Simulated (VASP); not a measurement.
Input:

```
Ag
1.0
    0.00000     2.13269     2.13269
    2.13269     0.00000     2.13269
    2.13269     2.13269     0.00000
Ag
1
Direct
  0.00000   0.00000   0.00000
```

Level of theory: PBE GGA, VASP's PBE PAW potentials (set 64) (plane waves; VASP 6.6.1). Run with 480 eV cut-off, 14×14×14 Γ-centred mesh, first-order Methfessel-Paxton smearing of 0.10 eV, potentials Ag.

Task: Give the stress tensor in GPa (positive for a compressed cell).

Result: 
```
-5.95   0.00   0.00
 0.00  -5.95   0.00
 0.00   0.00  -5.95
```
The pressure is its mean diagonal, -5.95 GPa.

The compound is Ag in the fcc structure. This cell was strained or had an atom moved on purpose.
